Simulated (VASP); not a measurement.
Data:

```yaml
crystal:
  lattice:
    - [1.53791, -2.71087, 0.00000]
    - [1.53791, 2.71087, 0.00000]
    - [0.00000, 0.00000, 3.42879]
  atoms:
    - { symbol: Hf, position: [0.00000, 0.00000, 0.00000] }
    - { symbol: B, position: [0.33333, 0.66667, 0.50000] }
    - { symbol: B, position: [0.69800, 0.36466, 0.50000] }
```

Calculation: PBE GGA, VASP's PBE PAW potentials (set 64) (plane waves; VASP 6.6.1). Run with 520 eV cut-off, KSPACING 0.5 per Å, first-order Methfessel-Paxton smearing of 0.10 eV, potentials Hf_pv B.

Which forces act on the atoms, in eV/Å?

| atom | Fx | Fy | Fz |
|---|---|---|---|
| Hf1 | 0.699 | 0.044 | 0.000 |
| B2 | 1.197 | -0.187 | 0.000 |
| B3 | -1.897 | 0.143 | 0.000 |

Give the stress tensor in GPa (positive for a compressed cell).

```
18.83  -0.61   0.00
-0.61   8.90   0.00
 0.00   0.00  11.03
```
The pressure is its mean diagonal, 12.92 GPa.

The compound is HfB2 in the AlB2 type structure. The cell was not relaxed at this level, atoms are displaced from their ideal sites. The run is one of a series of settings (KGAMMA = .TRUE., KSPACING = 0.5, KPOINTS file removed against the base run), some of them coarse on purpose.
